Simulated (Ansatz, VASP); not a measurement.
# Te2Mo: VASP beside Ansatz

Aim: how closely do two programs agree when they are given the same cell, functional and k mesh? The structure shown is the start of the Ansatz relaxation below; VASP solves that cell, so the two are compared at the walk's first step.

Calculated with Ansatz 0.2.0; plane waves, with VASP 6.6.1 beside it; single point at LDA.

### 1. Set-up

Symmetry: P6_3/mmc, No. 194, hexagonal system. Conventional cell: a = 3.381 Å, b = 3.381 Å, c = 13.082 Å, α = 90.00°, β = 90.00°, γ = 120.00°. Nearest to Mo lie 6 Te at 2.65 Å. Te has 3 Mo at 2.65 Å nearest. Farther neighbours and most contacts between anions are not listed.

### 2. Ansatz: relaxation, LDA

Ansatz runs on its PAW soft_1 files.

The two programs are compared at the cell with which this relaxation starts, whose forces are those of its first step.

input.yaml

```yaml
crystal:
  lattice:
    - [3.381251871, 0.0, 0.0]
    - [-1.6906259355, 2.9282500169, 0.0]
    - [0.0, 0.0, 13.0819153383]
  atoms:
    - { symbol: Mo, position: [0.3333333333, 0.6666666667, 0.25] }
    - { symbol: Mo, position: [0.6666666667, 0.3333333333, 0.75] }
    - { symbol: Te, position: [0.3333333333, 0.6666666667, 0.612967639] }
    - { symbol: Te, position: [0.6666666667, 0.3333333333, 0.112967639] }
    - { symbol: Te, position: [0.3333333333, 0.6666666667, 0.887032361] }
    - { symbol: Te, position: [0.6666666667, 0.3333333333, 0.387032361] }
kpoints:
  mp_grid: { grid: [9, 9, 2] }
hamiltonian:
  xc: lda
  pseudopotentials: { kind: paw, azcp: { folder: soft_1 }, xc_functional: pbe }
scf:
  occupations: { method: gaussian, width: 0.02 }
output:
  forces: true
  stress: true
  eigenvalues: true
relax:
  adjacent_minimum: "off"
  f_tol: 0.001
  max_steps: 60
  cell: { stress_tol: 0.01, fix: [volume] }
```

Launch:

```console
ansatz run input.yaml --threads 8 --pin off --max-ram 16384MiB --backend cpu --events-out ev --progress --plain --runs-dir out
```

Numbers of over 12 decimals in the logs are rounded to 6 here.

Output:

```text
Engine: ansatz 0.2.0, aarch64-unknown-linux-gnu
Pseudopotentials: kind: paw
Pseudopotential: Mo, paw, valence charge 14, recommended cutoff 420 eV (normal), soft_1/Mo.paw.azcp
Pseudopotential: Te, paw, valence charge 16, recommended cutoff 420 eV (normal), soft_1/Te.paw.azcp
Functional definition: SPW92
  exchange = slater_x
  correlation = pw_c
Crystal: 6 atoms, lattice volume = 129.526 Å³
Basis set: ecut = 420 eV, 2527 PW (Γ)
Bands: 56, of which v1, the nominal top of the filled ones, is band 46 counted from 1 (45 counted from 0)
Symmetry: 24 space group operations
Space group: P63/mmc (ITA 194), of the structure as read, at distance tolerance 5.1e-5 Å
k-points: 24 of 162
Non-local potential: Mo, projectors of the file, l = 0: 3, l = 1: 2, l = 2: 2, l = 3: 1
Non-local potential: Te, projectors of the file, l = 0: 2, l = 1: 2, l = 2: 2, l = 3: 1
PAW form: soft (Blöchl's): semilocal exchange-correlation on the pseudo side does not see the compensation charge
PAW frozen core: Mo, regenerated for the run's functional, and the local potential with it (the file was generated under x = pbe(κ = 0.804, μ = 0.219515), c = pbe(β = 0.066725))
PAW frozen core: Te, regenerated for the run's functional, and the local potential with it (the file was generated under x = pbe(κ = 0.804, μ = 0.219515), c = pbe(β = 0.066725))
PAW one-centre angular grid: Mo, 590 points (default); XC on 64 Gauss nodes
PAW one-centre angular grid: Te, 590 points (default); XC on 64 Gauss nodes
Initial density: superposition of atomic densities (chi_scale 0.1, normalization cell, long waves kept (reshape's long-wave potential 0.01 eV rms))
Initial wavefunctions: pseudopotential atomic-orbital guess
Functional: x = slater, c = lda
SCF iter   1: F=—  HF=-36997.782278 eV  |F-HF|=—  |Δ(HF+E_count)|=         —  Δρ=5.45e-2  dr2=4.95e0  ethr=3.10e-3  ⟨swp⟩=7.5  Hψ=5370  notcnv=0  defer=1
preconditioner: auto → Resta (q_TF=auto, 2.577 Å⁻¹)  ε∞=6.5  [insulator: Δε(μ)=0.422 eV  Ē_g=8.378 eV  σ=0.020 eV  W_gap=1.00  n_scr=40 (ndim 8)  ℏωp=19.6 eV  f_vac=0.000  D(μ)=0.00/eV (n_scr^D=0)  ε∞_Penn≈6.5]
SCF iter   2: F=—  HF=-36996.716621 eV  |F-HF|=—  |Δ(HF+E_count)|=    1.07e0  Δρ=2.92e-2  dr2=1.36e0  ethr=3.10e-3  ⟨swp⟩=2.0  Hψ=1940  notcnv=0  defer=69
SCF iter   3: F=—  HF=-36996.333942 eV  |F-HF|=—  |Δ(HF+E_count)|=   3.83e-1  Δρ=3.68e-3  dr2=1.63e-2  ethr=1.48e-3  ⟨swp⟩=2.5  Hψ=1829  notcnv=0  defer=69
SCF iter   4: F=—  HF=-36996.331925 eV  |F-HF|=—  |Δ(HF+E_count)|=   2.02e-3  Δρ=9.50e-4  dr2=1.78e-3  ethr=1.78e-5  ⟨swp⟩=2.1  Hψ=2104  notcnv=0  defer=69
SCF iter   5: F=—  HF=-36996.331606 eV  |F-HF|=—  |Δ(HF+E_count)|=   3.20e-4  Δρ=2.51e-4  dr2=1.04e-4  ethr=1.94e-6  ⟨swp⟩=2.7  Hψ=2156  notcnv=0  defer=69
SCF iter   6: F=—  HF=-36996.331610 eV  |F-HF|=—  |Δ(HF+E_count)|=   4.14e-6  Δρ=7.51e-5  dr2=1.22e-5  ethr=1.13e-7  ⟨swp⟩=2.3  Hψ=2067  notcnv=0  defer=69
SCF iter   7: F=—  HF=-36996.331610 eV  |F-HF|=—  |Δ(HF+E_count)|=   1.73e-7  Δρ=2.14e-5  dr2=5.38e-7  ethr=1.32e-8  ⟨swp⟩=2.6  Hψ=2219  notcnv=0  defer=69
SCF iter   8: F=-36996.331610 eV  HF=-36996.331610 eV  |F-HF|=5.50e-8  |Δ(HF+E_count)|=   8.20e-8  Δρ=6.94e-6  dr2=8.16e-8  ethr=1.09e-10  ⟨swp⟩=12.7  Hψ=6616  notcnv=0
SCF 1 converged in 8 iterations: F = -36996.331610 eV  dr2 = 8.16e-8
  greatest PAW one-centre occupation: 0.999 electrons in one spin orbital (limit 2), on the Te atom at site 5 (counted from 0), in its partial waves of l = 2
relax step   1: F+E_penalty+E_count = -36996.33160958 eV  Δ(F+E_penalty+E_count) = +0.000e0 eV  max|allowed force component| = 3.175e-1 eV/Å  Δτ_max = 0.0000 Å  P = +8.272 GPa  Ω = 129.526 Å³  fix = [volume]  reactions: volume +8.272 GPa  (8 SCF iters, dr2 threshold 1.00e-7 eV, accepted)
[...]
relax step   5: F+E_penalty+E_count = -36996.34307190 eV  Δ(F+E_penalty+E_count) = -2.314e-4 eV  max|allowed force component| = 1.979e-4 eV/Å  Δτ_max = 0.0005 Å  P = +6.985 GPa  Ω = 129.526 Å³  energy of the carried Pulay correction = -7.332e-18 eV  fix = [volume]  reactions: volume +6.985 GPa  (8 SCF iters, accepted)
[...]
relax step   6: F+E_penalty+E_count = -36996.34308425 eV  Δ(F+E_penalty+E_count) = -1.235e-5 eV  max|allowed force component| = 1.994e-4 eV/Å  Δτ_max = 0.0000 Å  P = +6.984 GPa  Ω = 129.526 Å³  fix = [volume]  reactions: volume +6.984 GPa  stress off target by 5.01e-3 GPa on what of the cell is left free  SCF on the basis re-selected at this cell (its energy is not comparable with the rows above)  (8 SCF iters)
basis re-selected at this cell: Δ(F+E_penalty+E_count) = -1.235e-5 eV, ΔP = -0.001 GPa vs the last step (what re-selecting the basis moved, of the pressure what is left beyond the Pulay correction that the steps carried, after the strain that the cell walked since its last selection, with what the two solves' SCF thresholds leave and, on support functions, any second-order correction that the steps lacked; it is no m [...]
SCF converged after 8 iterations
Free energy (F): -36996.343084 eV
Harris-Foulkes:  -36996.343084 eV  (|F-HF|=7.28e-12)
Internal energy: -36996.343084 eV  (E = F + TS)
E sigma→0 (E₀):  -36996.343084 eV
Fermi energy:    15.330188 eV
--- Per-component energies (eV) ---
  E_band       = -931.601733
  E_kinetic    = 1556.138244
  E_local      = -7479.358420  (includes V_loc(G=0)·N_el)
  E_nonlocal   = 599.516913
  E_hartree    = 3589.328403
  E_xc         = -845.754138
  E_vxc        = -858.624950  (∫ρ·V_xc dr)
  E_paw        = -24280.276054  (= ΣΔE_a)
  E_vpaw       = -1927.930712  (= ΣTr[D̂ρ^β])
  E_aug_tail   = 0.000387  (compensation charges beyond the density's cutoff)
  E_ewald      = -10139.598619
  E_core_change = 3.660200  (= ΣΔE_core)
  E_smearing   = -0.000000  (= −TS)
  E_closure    = 0.000000  (closes the sum)
  Σ components = -36996.343084   (vs F -36996.343084, Δ=0.00e0)
--- Forces (eV/Å), atoms counted from 1 ---
  atom   1  Mo    -0.00000000     0.00000000     0.00000000
  atom   2  Mo     0.00000000    -0.00000000    -0.00000000
  atom   3  Te    -0.00000000     0.00000000     0.00019935
  atom   4  Te     0.00000000    -0.00000000     0.00019935
  atom   5  Te    -0.00000000     0.00000000    -0.00019935
  atom   6  Te    -0.00000000    -0.00000000    -0.00019935
  max |Σ_I F_I| component: 1.62e-17 eV/Å
--- Stress (GPa, compression-positive) ---
        6.986457       0.000000       0.000000
        0.000000       6.986457       0.000000
        0.000000       0.000000       6.978937
  P = ⅓ Tr σ = 6.9840 GPa (69.840 kbar)
--- Band table (eV; the first three rows and the last of 24) ---
  k-point 0: bands = [... 42 lower, 13.9509, 13.9509, 15.0444, 15.1609, 18.0225, 18.0225, 18.1909, 18.1909, ... 6 higher]
  k-point 1: bands = [... 42 lower, 13.9117, 13.9117, 15.0858, 15.0858, 18.0634, 18.0634, 18.0634, 18.0634, ... 6 higher]
  k-point 2: bands = [... 42 lower, 13.7156, 13.8661, 14.7662, 15.1996, 17.4054, 17.4860, 17.6714, 17.7036, ... 6 higher]
  k-point 23: bands = [... 42 lower, 12.6014, 12.6014, 14.4859, 14.4859, 16.1156, 16.1156, 16.3219, 16.3219, ... 6 higher]
--- Relaxed structure (5 steps of the walk, 3 accepted, 1 SCFs on fresh bases) ---
  F+E_penalty+E_count = -36996.34308425 eV   max|allowed force component| = 1.994e-4 eV/Å   (the final SCF, on the basis selected at the relaxed cell)
  cell:  # Å, volume = 129.5260 Å³
    - [3.384115, 0, 0]
    - [-1.692057, 2.930729, 0]
    - [2.0477970590247616e-19, 0, 13.059791]
  atoms:
    - { symbol: Mo, position: [0.333333, 0.666667, 0.25] }
    - { symbol: Mo, position: [0.666667, 0.333333, 0.75] }
    - { symbol: Te, position: [0.333333, 0.666667, 0.611510] }
    - { symbol: Te, position: [0.666667, 0.333333, 0.111510] }
    - { symbol: Te, position: [0.333333, 0.666667, 0.888490] }
    - { symbol: Te, position: [0.666667, 0.333333, 0.388490] }
```

### 3. VASP: single point, LDA, start cell, pair 1

The same cell, functional (in two slightly different forms), mesh and smearing now go to VASP, with its own data sets.

Lines of VASP's logs that name or quote its potential files are left out, and so is its time.

INCAR

```
SYSTEM = Te2Mo
PREC = Accurate
ENCUT = 400
EDIFF = 1E-06
NELM = 120
ISMEAR = 0
SIGMA = 0.02
LREAL = .FALSE.
ALGO = Normal
GGA = PW92
NBANDS = 32
LASPH = .TRUE.
LORBIT = 11
LWAVE = .FALSE.
LCHARG = .FALSE.
ISIF = 2
GGA_COMPAT = .FALSE.
EFERMI = MIDGAP
KPAR = 2
```

POSCAR

```
Te2Mo
1.0
    3.3812520000      0.0000000000      0.0000000000
   -1.6906260000      2.9282500000      0.0000000000
    0.0000000000      0.0000000000     13.0819150000
Mo Te
2 4
Direct
    0.3333335040      0.6666666666      0.2500000000
    0.6666668374      0.3333333332      0.7500000000
    0.3333335040      0.6666666666      0.6129676351
    0.6666668374      0.3333333332      0.1129676351
    0.3333335040      0.6666666666      0.8870323649
    0.6666668374      0.3333333332      0.3870323649
```

KPOINTS

```
Automatic mesh
0
Gamma
9 9 2
0 0 0
```

The projector-augmented-wave data sets are Mo_sv and Te (LDA family, release 64).

Launch:

```console
mpirun -np 2 vasp_std
```

Output:

```text
[banner, memory and clock lines left out]
running    2 mpi-ranks, on    1 nodes
 distrk:  each k-point on    1 cores,    2 groups
 distr:  one band on    1 cores,    1 groups

 POSCAR found type information on POSCAR MoTe
 POSCAR found :  2 types and       6 ions
|                                                                             |
|               ----> ADVICE to this user running VASP <----                  |
|                                                                             |
|     You enforced a specific xc type in the INCAR file but a different       |
|     [... a line on the potential file left out ...]
|     I HOPE YOU KNOW WHAT YOU ARE DOING!                                     |
|                                                                             |

 LDA part: xc-table for (Slater(with rela. corr.)+PW92), standard interpolation
 POSCAR, INCAR and KPOINTS ok, starting setup
 FFT: planning ... GRIDC
 FFT: planning ... GRID_SOFT
 FFT: planning ... GRID
 WAVECAR not read
 entering main loop
       N       E                     dE             d eps       ncg     rms          rms(c)
DAV:   1     0.361641212070E+03    0.36164E+03   -0.24123E+04  1816   0.120E+03
DAV:   2    -0.218335610178E+02   -0.38347E+03   -0.37394E+03  1872   0.330E+02
DAV:   3    -0.417805926223E+02   -0.19947E+02   -0.19515E+02  1912   0.645E+01
DAV:   4    -0.422035053109E+02   -0.42291E+00   -0.42193E+00  1816   0.973E+00
DAV:   5    -0.422140686180E+02   -0.10563E-01   -0.10560E-01  1936   0.153E+00    0.267E+01
DAV:   6    -0.412650538840E+02    0.94901E+00   -0.44059E+00  1800   0.123E+01    0.100E+01
DAV:   7    -0.411971476168E+02    0.67906E-01   -0.36794E+00  1696   0.819E+00    0.562E+00
DAV:   8    -0.409496367524E+02    0.24751E+00   -0.11289E+00  1768   0.545E+00    0.317E+00
DAV:   9    -0.409569752222E+02   -0.73385E-02   -0.12458E-01  1976   0.161E+00    0.160E+00
DAV:  10    -0.409486668656E+02    0.83084E-02   -0.50385E-02  1864   0.130E+00    0.513E-01
DAV:  11    -0.409487324559E+02   -0.65590E-04   -0.21594E-03  1760   0.243E-01    0.399E-01
DAV:  12    -0.409487539902E+02   -0.21534E-04   -0.52560E-04  1880   0.104E-01    0.238E-01
DAV:  13    -0.409486676807E+02    0.86310E-04   -0.31172E-04  1904   0.999E-02    0.789E-02
DAV:  14    -0.409486686684E+02   -0.98777E-06   -0.10368E-05  1656   0.184E-02    0.656E-02
DAV:  15    -0.409486684252E+02    0.24323E-06   -0.50215E-07   992   0.371E-03
   1 F= -.40948668E+02 E0= -.40948668E+02  d E =-.522671E-22
```

Parts of OUTCAR (step 3):

```text
ion  position               nearest neighbor table
   1  0.333  0.667  0.250-   4 2.65   6 2.65   4 2.65   6 2.65   4 2.65   6 2.65
   2  0.667  0.333  0.750-   3 2.65   5 2.65   3 2.65   5 2.65   3 2.65   5 2.65
   3  0.333  0.667  0.613-   2 2.65   2 2.65   2 2.65   6 3.54   6 3.54   6 3.54   5 3.59
   4  0.667  0.333  0.113-   1 2.65   1 2.65   1 2.65   5 3.54   5 3.54   5 3.54   6 3.59
   5  0.333  0.667  0.887-   2 2.65   2 2.65   2 2.65   4 3.54   4 3.54   4 3.54   3 3.59
   6  0.667  0.333  0.387-   1 2.65   1 2.65   1 2.65   3 3.54   3 3.54   3 3.54   4 3.59

  LATTYP: Found a hexagonal cell.
 ALAT       =     3.3812520000
 C/A-ratio  =     3.8689559370

 Subroutine GETGRP returns: Found 24 space group operations
 (whereof 12 operations were pure point group operations)

The static configuration has the point symmetry D_3d.
 The point group associated with its full space group is D_6h.

 Found     24 irreducible k-points:

   k-points           NKPTS =     24   k-points in BZ     NKDIM =     24   number of bands    NBANDS=     32

   dimension x,y,z NGX =    24 NGY =   24 NGZ =   90
   dimension x,y,z NGXF=    48 NGYF=   48 NGZF=  180

   ENCUT  =  400.0 eV  29.40 Ry    5.42 a.u.   5.51  5.51 21.33*2*pi/ulx,y,z

   NELECT =      52.0000    total number of electrons

 k-points in reciprocal lattice and weights: Automatic mesh
   0.00000000  0.00000000  0.00000000       0.006
   0.11111111  0.00000000  0.00000000       0.037
   0.22222222 -0.00000000  0.00000000       0.037
   0.33333333  0.00000000  0.00000000       0.037
   0.44444444 -0.00000000  0.00000000       0.037
   0.11111111  0.11111111  0.00000000       0.037
   0.22222222  0.11111111  0.00000000       0.074
   0.33333333  0.11111111  0.00000000       0.074
   0.44444444  0.11111111  0.00000000       0.037
[...]
0.33333333  0.22222222  0.50000000       0.074
   0.33333333  0.33333333  0.50000000       0.012

 average (electrostatic) potential at core
       1 -71.3207       2 -71.3207       3 -85.0012       4 -85.0013       5 -85.0012
       6 -85.0013

 E-fermi :  10.5661

 k-point     1 :       0.0000    0.0000    0.0000
  band No.  band energies     occupation
    ...
     22       9.0379      2.00000
     23       9.1091      2.00000
     24       9.1091      2.00000
     25      10.2743      2.00000
     26      10.3441      2.00000
     27      13.3007      0.00000
     28      13.3007      0.00000
     29      13.5067      0.00000
     30      13.5067      0.00000
     31      13.5845      0.00000
    ...

 k-point     2 :       0.1111    0.0000    0.0000
  band No.  band energies     occupation
    ...
     22       8.7735      2.00000
     23       8.8717      2.00000
     24       9.0410      2.00000
     25      10.0077      2.00000
     26      10.4331      2.00000
     27      12.6972      0.00000
     28      12.7335      0.00000
     29      12.9216      0.00000
     30      13.0107      0.00000
     31      13.0413      0.00000
    ...

 k-point     3 :       0.2222   -0.0000    0.0000
  band No.  band energies     occupation
    ...
     22       8.7308      2.00000
     23       8.7519      2.00000
     24       8.8802      2.00000
     25       9.1740      2.00000
     26       9.5581      2.00000
     27      11.5853      0.00000
     28      12.0863      0.00000
     29      12.1881      0.00000
     30      12.2897      0.00000
     31      12.8875      0.00000
    ...

  Total        6.4592150      6.4592145      7.2858094      0.0000000     -0.0000000     -0.0000000
  in kB       79.8975223     79.8975153     90.1221143      0.0000000     -0.0000000     -0.0000000
  external PRESSURE =      83.3057173 kB  Pullay stress =       0.0000000 kB

  energy-cutoff  :      400.00
  volume of cell :      129.53
      direct lattice vectors                 reciprocal lattice vectors
     3.381252000  0.000000000  0.000000000     0.295748439  0.170750448  0.000000000
    -1.690626000  2.928250000  0.000000000     0.000000000  0.341500896  0.000000000
     0.000000000  0.000000000 13.081915000     0.000000000  0.000000000  0.076441408

 POSITION                                       TOTAL-FORCE (eV/Angst)
 -----------------------------------------------------------------------------------
      0.00000      1.95217      3.27048         0.000000     -0.000000      0.000000
      1.69063      0.97608      9.81144        -0.000000      0.000000      0.000000
      0.00000      1.95217      8.01879         0.000000      0.000000     -0.369372
      1.69063      0.97608      1.47783        -0.000000      0.000000     -0.369372
      0.00000      1.95217     11.60408         0.000000     -0.000000      0.369372
      1.69063      0.97608      5.06312        -0.000000      0.000000      0.369372
 -----------------------------------------------------------------------------------
    total drift:                               -0.001459     -0.000009     -0.000000

  FREE ENERGIE OF THE ION-ELECTRON SYSTEM (eV)
  ---------------------------------------------------
  free  energy   TOTEN  =       -40.9486684252 eV

  energy  without entropy=      -40.9486684252  energy(sigma->0) =      -40.94866843

 total charge
# of ion       s       p       d       tot
------------------------------------------
    1        2.275   6.175   4.133  12.583
    2        2.275   6.175   4.133  12.583
    3        1.395   2.024   0.088   3.507
    4        1.395   2.024   0.088   3.507
    5        1.395   2.024   0.088   3.507
    6        1.395   2.024   0.088   3.507
--------------------------------------------------
tot         10.131  20.445   8.619  39.194

[... 3 further parts left out ...]
```

This run has no spin polarisation, so a moment on Mo, if there is one, isn't seen.

### 4. Side by side

Known differences besides the potentials themselves: the data sets hold 92 valence electrons in Ansatz (on its PAW soft_1 files) and 52 in VASP; the cutoff is 420 eV in Ansatz and 400 eV in VASP; VASP's log shows a relativistic correction to its local exchange, Ansatz's none. Total energies have different zeros and are not compared.

Forces (eV/Å; atoms numbered as in POSCAR):

```
atom        Ansatz x, y, z          VASP x, y, z
 Mo1   0.000, 0.000, 0.000   0.000, 0.000, 0.000
 Mo2   0.000, 0.000, 0.000   0.000, 0.000, 0.000
 Te3  0.000, 0.000, -0.317  0.000, 0.000, -0.369
 Te4  0.000, 0.000, -0.317  0.000, 0.000, -0.369
 Te5   0.000, 0.000, 0.317   0.000, 0.000, 0.369
 Te6   0.000, 0.000, 0.317   0.000, 0.000, 0.369
```

The forces differ by 24 meV/Å r.m.s., which is 14.0 % of the r.m.s. force of 0.174 eV/Å (both taken over all components).

### 5. Further runs

Further runs change the set-up of one program: Ansatz's method, potentials or start, or VASP's data sets, cutoff or form of LDA. The table gives that difference for each run.

| run | r.m.s. force difference (meV/Å) |
| --- | --- |
| as above | 24 |
| VASP with the data sets Mo and Te_sv_GW and a cutoff of 520 eV | 0.34 |

(Part 1 of 2 ends here.)

[Lines on the potential files, build, host, timing and source positions are cut from VASP's logs without a mark.]

[Logs are printed without paths, hosts, clocks, repeated set-up lines and the standing remarks that a program may print on its own settings, such as how far it seeks lower states.]

[Hosts, paths, dates, database ids (printed as entryN), source tags and the programs' standing remarks are cut or masked in the printed files.]
